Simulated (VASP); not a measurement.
Input of a VASP 6.6.1 run:

File run.py:

```python
from ase.calculators.vasp import Vasp
from ase.dft.bandgap import bandgap
from ase.io import read

atoms = read('POSCAR')
calc = Vasp(
    directory='calc',
    xc='revpbe',
    pp='PBE',
    setups='recommended',
    prec='Accurate',
    encut=520,
    ediff=1e-06,
    ismear=0,
    sigma=0.01,
    lreal=False,
    lasph=True,
    nelm=60,
    algo='Normal',
    isif=2,
    lwave=False,
    lcharg=True,
    lmaxmix=4,
    ldautype=1,
    ldauprint=1,
    ldau_luj={'Pt': {'L': 2, 'U': 1, 'J': 1.0}},
    kpts=[7, 7, 7],
    gamma=True,
)
atoms.calc = calc

print('energy (eV):', atoms.get_potential_energy())
print('free energy (eV):', atoms.get_potential_energy(force_consistent=True))
efermi = calc.get_fermi_level()
print('Fermi level (eV):', efermi)
path = atoms.cell.bandpath(npoints=60, eps=1e-4)
print('path:', path.path)
calc.set(kpts=path.kpts, reciprocal=True, icharg=11, isym=0, lcharg=False)
calc.calculate(atoms)
print('gap on the path (eV):', bandgap(calc, efermi=efermi)[0])
print('direct gap on the path (eV):', bandgap(calc, efermi=efermi, direct=True)[0])
```

The input POSCAR:

```
BePtC3
1.0
    3.6083000000      0.0000000000      0.0000000000
    0.0000000000      3.6083000000      0.0000000000
    0.0000000000      0.0000000000      3.6083000000
Be Pt C
1 1 3
Direct
    0.5000000000      0.5000000000      0.5000000000
    0.0000000000      0.0000000000      0.0000000000
    0.5000000000      0.5000000000      0.0000000000
    0.0000000000      0.5000000000      0.5000000000
    0.5000000000      0.0000000000      0.5000000000
```

Potentials or basis: VASP PAW PBE potentials, release 64 (Be, Pt, C).

Run with:

```sh
$ python run.py
```

Estimate the band gap along the path.

none (metal or under the smearing width).

Levels at the corners of the path, in eV from the Fermi level:
```tsv
point	band 10	band 11	band 12	band 13	band 14	band 15
Γ	-1.91	-1.91	0.71	0.71	0.71	1.80
X	-1.55	-1.27	-1.25	-1.25	-0.85	2.83
M	-1.71	-1.12	-0.60	-0.60	2.22	2.50
Γ	-1.91	-1.91	0.71	0.71	0.71	1.81
R	-1.22	-1.22	-1.22	0.64	2.32	2.32
X	-1.55	-1.27	-1.25	-1.25	-0.85	2.83
M	-1.71	-1.12	-0.60	-0.60	2.22	2.50
R	-1.22	-1.22	-1.22	0.64	2.32	2.32
```

Caveat: the log is that of the step along the path at fixed density, whose energy, stress, charges and moments have no meaning; spin-orbit coupling is left out, which moves the levels of the heavy elements; U without spin polarisation on a metal has little footing; the U is typed as a test and isn't derived for this compound.
